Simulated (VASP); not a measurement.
A VASP calculation is set up with these files.

File KPOINTS:
```
Automatic mesh
0
Gamma
5 5 5
0 0 0
```

### POSCAR
```
Cu2O
4.2616660
  0.9999999169   0.0000000000   0.0000000000
  0.0000000000   0.9999999169   0.0000000000
  0.0000000000   0.0000000000   0.9999999169
Cu O
4 2
Cart
  0.7499999377   0.2499999792   0.7499999377
  0.2499999792   0.7499999377   0.7499999377
  0.7499999377   0.7499999377   0.2499999792
  0.2499999792   0.2499999792   0.2499999792
  0.0000000000   0.0000000000   0.0000000000
  0.4999999584   0.4999999584   0.4999999584
```

**INCAR**
```
# general
SYSTEM   =  Cu2O
PREC     =  Accurate
ENCUT    =  520
LREAL    =  .FALSE.
LASPH    =  .TRUE.

# electronic loop
EDIFF    =  1E-7
NELM     =  100   # most electronic steps
ALGO     =  Normal
LMAXMIX  =  4   # l cut-off of mixed one-centre charges

# smearing
ISMEAR   =  0   # Gaussian
SIGMA    =  0.05

# functional
GGA      =  91   # PW91

# ions
ISIF     =  2

# output
LWAVE    =  .FALSE.
LCHARG   =  .FALSE.
```

POTCAR, in this order: Cu O (PBE.64 set). Program: vasp_std.

Write an equivalent input for Quantum ESPRESSO's pw.x.

One equivalent input (not run):
```
&CONTROL
  calculation = 'scf'
  pseudo_dir = './pseudo'
  outdir = './out'
  tprnfor = .true.
  tstress = .true.
/
&SYSTEM
  ibrav = 0
  nat = 6
  ntyp = 2
  ecutwfc = 92
  occupations = 'smearing'
  smearing = 'gaussian'
  degauss = 0.003675
  input_dft = 'pw91'
/
&ELECTRONS
  conv_thr = 7.3e-09
  electron_maxstep = 100
/
ATOMIC_SPECIES
  Cu 63.546 Cu.upf
  O 15.999 O.upf
CELL_PARAMETERS angstrom
     4.2616656    0.0000000    0.0000000
     0.0000000    4.2616656    0.0000000
     0.0000000    0.0000000    4.2616656
ATOMIC_POSITIONS crystal
  Cu   0.7500000  0.2500000  0.7500000
  Cu   0.2500000  0.7500000  0.7500000
  Cu   0.7500000  0.7500000  0.2500000
  Cu   0.2500000  0.2500000  0.2500000
  O    0.0000000  0.0000000  0.0000000
  O    0.5000000  0.5000000  0.5000000
K_POINTS automatic
  5 5 5 0 0 0
```
Limits of the translation: the potentials are each code's own (VASP's PAW set, PseudoDojo norm-conserving files in pw.x), so ENCUT and ecutwfc are chosen apart and not converted; conv_thr bounds pw.x's estimated SCF error, while EDIFF bounds the energy change between steps.

The compound is Cu2O in the cuprite structure. This cell is one point of a volume scan, at 0.97 of the reference volume.
